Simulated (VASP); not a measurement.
Energy against volume of FeAl (CsCl type). All values below come from PBE GGA with D4 dispersion, VASP's PBE PAW potentials (set 64) (plane waves; VASP). Run with 520 eV cut-off, 13×13×13 Γ-centred mesh, first-order Methfessel-Paxton smearing of 0.10 eV, potentials Al Fe.

| V (Å³/atom) | E (eV/atom) |
|---|---|
| 10.786 | -6.68689 |
| 11.130 | -6.70803 |
| 11.474 | -6.71452 |
| 11.818 | -6.70852 |

Q: Fit these four points and predict the energy of the run at 12.162 Å³/atom.

A: A cubic in V^(−2/3), the third-order Birch-Murnaghan form, passes through the four points with V0 = 11.47 Å³/atom and B0 = 194 GPa, and gives -6.6918 eV/atom there. The run gave -6.6919 eV/atom, -0.0 meV/atom from the fit; all five points give B0 = 194 GPa.

The compound is FeAl in the CsCl type structure. It was relaxed first, which changed the volume by -7 %. The run is not spin-polarised, so no magnetic state was tried.
